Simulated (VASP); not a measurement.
Here is the system:

```xyz
2
Lattice="2.8160 0.0000 0.0000 0.0000 2.8441 0.0000 0.0000 0.0000 2.8880" Properties=species:S:1:pos:R:3 pbc="T T T"
Cr     0.0000     0.0000     0.0000
Cr     1.4321     1.4221     1.4440
```
Starting moments (μB, in the order of the record's atoms Cr Cr): 1.5 -1.5.

Level of theory: PBE GGA, VASP's PBE PAW potentials (set 64) (plane waves; VASP 6.6.1). Run with 400 eV cut-off, 2×2×2 Monkhorst-Pack mesh, first-order Methfessel-Paxton smearing of 0.10 eV, potentials Cr_pv.

Question: Which forces act on the atoms, in eV/Å?

Answer: 
```tsv
atom	Fx	Fy	Fz
Cr1	0.419	0.000	0.000
Cr2	-0.419	0.000	0.000
```

Question: Give the stress tensor in GPa (positive for a compressed cell).

Answer: 
```
-13.53    0.00    0.00
  0.00  -18.55    0.00
  0.00    0.00  -24.27
```
The pressure is its mean diagonal, -18.78 GPa.

The compound is Cr in the bcc, AFM order structure. The cell was not relaxed at this level. The k-mesh is coarse (spacing up to 1.12 per Å, 2π included), so the numbers may not be converged in it. The run is one of a series of settings (KPOINTS 2×2×2 Monkhorst-Pack mesh against the base run), some of them coarse on purpose.
